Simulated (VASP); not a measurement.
Wanted: the native input for a VASP 6.6.1 run.

| Item | Value |
| --- | --- |
| Task | single point |
| Functional | PBEsol |
| Potentials or basis | VASP PAW PBE potentials, release 64 (W_sv, Rb_sv) |
| Cutoff | 520 eV |
| k mesh | 8 × 8 × 8 |
| Occupations | fermi-dirac, width 0.0445 eV |
| Spin | no spin polarisation |
| Dipole correction | no |
| Further INCAR settings | ALGO = Normal; EDIFF = 1e-06; NBANDS = 18 |

The structure of RbW lies in POSCAR:

```
RbW
1.0
    0.0000000000      3.2183930000      3.2183930000
    3.2183930000      0.0000000000      3.2183930000
    3.2183930000      3.2183930000      0.0000000000
W Rb
1 1
Direct
    0.0000000000      0.0000000000      0.0000000000
    0.5000000000      0.5000000000      0.5000000000
```

The cell was built by a generator and needn't be a form met in nature.

The input as run:

INCAR

```
PREC = Accurate
ENCUT = 520
EDIFF = 1E-6
ISMEAR = -1
SIGMA = 0.0445
LREAL = False
LASPH = True
NELM = 60
ALGO = Normal
ISIF = 2
LWAVE = False
LCHARG = False
GGA = PS
NBANDS = 18
```

KPOINTS

```
Automatic mesh
0
Gamma
  8 8 8
```

Potentials or basis: VASP PAW PBE potentials, release 64 (W_sv, Rb_sv).

Command:

```sh
$ cat potpaw_PBE.64/W_sv/POTCAR potpaw_PBE.64/Rb_sv/POTCAR > POTCAR
$ mpirun -np 1 vasp_std > vasp.out
```

It gave:

```json
{"Pressure": "-0.7 GPa", "Band gap on the k mesh": "none (metal or under the smearing width)"}
```

Caveat: the PAW data sets were made with another functional, which shifts forces and pressure a little.

Run time: 13 s on 1 thread of Intel(R) Xeon(R) 6975P-C (Granite Rapids), on a shared host, peak memory 0.21 GiB.
